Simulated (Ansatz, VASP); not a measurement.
# Cross-check of GePt2 (antifluorite type (invented)) between VASP and Ansatz, part 2 of 2

Wanted: the spread between two codes on one cell, functional and k mesh. The cell is generated by rule, not measured, and may not be a known phase. Of the first pair: The two relaxations start from unlike cells of this crystal (the structure described is Ansatz's start), so only their ends are compared.

VASP 6.6.1 and Ansatz 0.2.0.

So far: The structure; VASP: relaxation of cell and atoms, PBEsol, pair 1; Ansatz: relaxation of cell and atoms, PBEsol, pair 1; Side by side.

## Step 5: VASP: relaxation of cell and atoms, PBEsol, pair 2

Level of this step: PBEsol; plane waves and PAW (Ge_d, Pt); invented cell (VASP).

The relaxed volume is the usual yardstick between codes: in a stiff, nearly cubic crystal its relative difference is about their pressure difference at one cell divided by the bulk modulus. Its start cell is another than that of the pair before, and may be another structure of the material.

Input file INCAR:

```
SYSTEM = GePt2
PREC = Accurate
ENCUT = 500
EDIFF = 1E-07
NELM = 120
ISMEAR = 0
SIGMA = 0.1
LREAL = .FALSE.
ALGO = Normal
GGA = PS
NBANDS = 23
LASPH = .TRUE.
LORBIT = 11
LWAVE = .FALSE.
LCHARG = .FALSE.
ISIF = 3
IBRION = 2
NSW = 80
EDIFFG = -0.005
GGA_COMPAT = .FALSE.
NELMIN = 4
```

Input file POSCAR:

```
GePt2
1.0
    0.0000000000      2.9062320000      2.9062320000
    2.9062320000      0.0000000000      2.9062320000
    2.9062320000      2.9062320000      0.0000000000
Ge Pt
1 2
Direct
    0.0000000000      0.0000000000      0.0000000000
    0.2500000000      0.2500000000      0.2500000000
    0.7500000000      0.7500000000      0.7500000000
```

Input file KPOINTS:

```
Automatic mesh
0
Gamma
12 12 12
0 0 0
```

PAW data sets: Ge_d and Pt (PBE family, release 64).

The run is started by

```bash
$ mpirun -np 1 vasp_std
```

Numbers of over 12 decimals in the logs are rounded to 6 here.

The program printed:

```text
[banner, memory and clock lines left out]
running    1 mpi-ranks, on    1 nodes
[...]
[... a notice as in an earlier step ...]

 LDA part: xc-table for (Slater+PW92), standard interpolation
 POSCAR, INCAR and KPOINTS ok, starting setup
[...]
entering main loop
       N       E                     dE             d eps       ncg     rms          rms(c)
DAV:   1     0.264630201309E+03    0.26463E+03   -0.16251E+04  4036   0.318E+03
DAV:   2     0.931813853858E+01   -0.25531E+03   -0.23876E+03  3445   0.712E+02
DAV:   3    -0.201231974875E+02   -0.29441E+02   -0.28925E+02  3942   0.131E+02
DAV:   4    -0.209853865407E+02   -0.86219E+00   -0.86172E+00  3676   0.226E+01
[...]
DAV:  11    -0.199724428954E+02   -0.14285E-05   -0.58360E-06  4543   0.322E-02    0.121E-02
DAV:  12    -0.199724437229E+02   -0.82749E-06   -0.44491E-07  3692   0.682E-03    0.110E-03
DAV:  13    -0.199724437078E+02    0.15063E-07   -0.40212E-08  2237   0.177E-03
   1 F= -.19972444E+02 E0= -.19966775E+02  d E =-.199724E+02
[...]
DAV:   5    -0.199723649437E+02    0.23037E-05   -0.15555E-05  4427   0.709E-02    0.327E-03
DAV:   6    -0.199723644941E+02    0.44961E-06   -0.12585E-06  4577   0.236E-02    0.222E-03
DAV:   7    -0.199723644753E+02    0.18779E-07   -0.79229E-08  1957   0.274E-03
   2 F= -.19972364E+02 E0= -.19966670E+02  d E =0.792325E-04
 trial-energy change:    0.000079  1 .order    0.000087   -0.000143    0.000317
 step:   0.3337(harm=  0.3113)  dis= 0.00000  next Energy=   -19.972468 (dE=-0.242E-04)
[...]
N       E                     dE             d eps       ncg     rms          rms(c)
DAV:   1    -0.199735820588E+02   -0.12176E-02   -0.17577E-02  4371   0.176E+00    0.214E-01
DAV:   2    -0.199726097513E+02    0.97231E-03   -0.21670E-03  3823   0.483E-01    0.795E-02
DAV:   3    -0.199725029597E+02    0.10679E-03   -0.12145E-04  4449   0.197E-01    0.425E-02
DAV:   4    -0.199724688414E+02    0.34118E-04   -0.38846E-05  4201   0.926E-02    0.130E-02
DAV:   5    -0.199724659552E+02    0.28862E-05   -0.68652E-06  4434   0.472E-02    0.218E-03
DAV:   6    -0.199724658581E+02    0.97132E-07   -0.50849E-07  3442   0.158E-02
   3 F= -.19972466E+02 E0= -.19966789E+02  d E =-.221502E-04
[...]
reached required accuracy - stopping structural energy minimisation
```

From OUTCAR (step 5):

```text
  Total        0.0084741      0.0084741      0.0084741      0.0000000     -0.0000000      0.0000000
  in kB        0.2767997      0.2767997      0.2767997      0.0000000     -0.0000000      0.0000000
  external PRESSURE =       0.2767997 kB  Pullay stress =       0.0000000 kB

 POSITION                                       TOTAL-FORCE (eV/Angst)
 -----------------------------------------------------------------------------------
      0.00000      0.00000      0.00000         0.000000     -0.000000      0.000000
      1.45269      1.45269      1.45269         0.000000      0.000000      0.000000
      4.35807      4.35807      4.35807        -0.000000     -0.000000     -0.000000
 -----------------------------------------------------------------------------------
    total drift:                                0.000000     -0.000000     -0.000000

  FREE ENERGIE OF THE ION-ELECTRON SYSTEM (eV)
  ---------------------------------------------------
  free  energy   TOTEN  =       -19.9724658581 eV

  energy  without entropy=      -19.9611123070  energy(sigma->0) =      -19.96678908

[... 1 part as in an earlier step ...]

[... 3 further parts left out ...]
[key lines of the parts left out:]
E-fermi :   9.6940
```

## Step 6: Ansatz: relaxation of cell and atoms, PBEsol, pair 2

The same cell, functional, mesh and smearing now go to Ansatz, which takes its cutoff from its data sets.

The cell is taken from a series of runs on this material, whose earlier steps may have relaxed, scaled, displaced or heated it; both programs get it as it stands.

Input file input.yaml:

```yaml
crystal:
  lattice:
    - [0.0, 2.906231678, 2.906231678]
    - [2.906231678, 0.0, 2.906231678]
    - [2.906231678, 2.906231678, 0.0]
  atoms:
    - { symbol: Ge, position: [0.0, 0.0, 0.0] }
    - { symbol: Pt, position: [0.25, 0.25, 0.25] }
    - { symbol: Pt, position: [0.75, 0.75, 0.75] }
kpoints:
  mp_grid: { grid: [12, 12, 12] }
hamiltonian:
  xc: pbesol
scf:
  occupations: { method: gaussian, width: 0.1 }
output:
  forces: true
  stress: true
  eigenvalues: true
relax:
  adjacent_minimum: "off"
  f_tol: 0.005
  max_steps: 80
  cell: { stress_tol: 0.05 }
```

The run is started by

```bash
$ ansatz run input.yaml --threads 2 --pin off --max-ram 5120MiB --backend cpu --events-out ev --progress --plain --runs-dir out
```

The program printed:

```text
[...]
Crystal: 3 atoms, lattice volume = 49.093 Å³
Basis set: ecut = 420 eV, 941 PW (Γ), exchange–correlation on 60×60×60 points (8 copies of the dense FFT grid, shifted against one another)
Bands: 30, of which v1, the nominal top of the filled ones, is band 25 counted from 1 (24 counted from 0)
Symmetry: 48 space group operations
[...]
k-points: 72 of 1728
[...]
--- Relaxed structure (3 steps of the walk, 3 accepted, 1 SCFs on fresh bases) ---
[...]
cell:  # Å, volume = 49.0426 Å³
    - [0, 2.905235, 2.905235]
    - [2.905235, 0, 2.905235]
    - [2.905235, 2.905235, 0]
  atoms:
    - { symbol: Ge, position: [0, 0, 0] }
    - { symbol: Pt, position: [0.25, 0.25, 0.25] }
    - { symbol: Pt, position: [0.750000, 0.750000, 0.750000] }
[key lines of the parts left out:]
SCF converged after 4 iterations
Free energy (F): -29022.256622 eV
Fermi energy:    18.808763 eV
P = ⅓ Tr σ = 0.0003 GPa (0.003 kbar)
```

## Step 7: Differences

What differs besides the data sets and the points named for the pairs above, as far as they apply: the data sets hold 50 valence electrons in Ansatz (on its default PAW (the set named soft_2) files) and 34 in VASP. Total energies have different zeros and are not compared.

Both answers:

| quantity | Ansatz | VASP | difference |
| --- | --- | --- | --- |
| volume (Å³) | 49.04 | 49.05 | -0.02 % |
| edge a after relaxation, in the typed setting (Å) | 4.109 | 4.109 | +0.00 % |

## Step 8: Summary of results

| Item | Value |
| --- | --- |
| difference in volume (relaxation of cell and atoms, PBEsol, pair 1) | 0.033 % |
| difference in volume (relaxation of cell and atoms, PBEsol, pair 2) | -0.015 % |

What this shows: The difference in volume is 0.033 % (relaxation of cell and atoms, PBEsol, pair 1), within the 1.2 % picked in this series as the mark of a large difference, as far as the stopping tolerances let one tell. The data sets hold unlike numbers of valence electrons (50 in Ansatz and 34 in VASP), so part of the differences comes from the potentials. How closely two codes agree says nothing of how well the functional describes the real material.

[Lines on the potential files, build, host, timing and source positions are cut from VASP's logs without a mark.]

[Logs are printed without paths, hosts, clocks, repeated set-up lines and the standing remarks that a program may print on its own settings, such as how far it seeks lower states.]

[Hosts, paths, dates, database ids (printed as entryN), source tags and the programs' standing remarks are cut or masked in the printed files.]
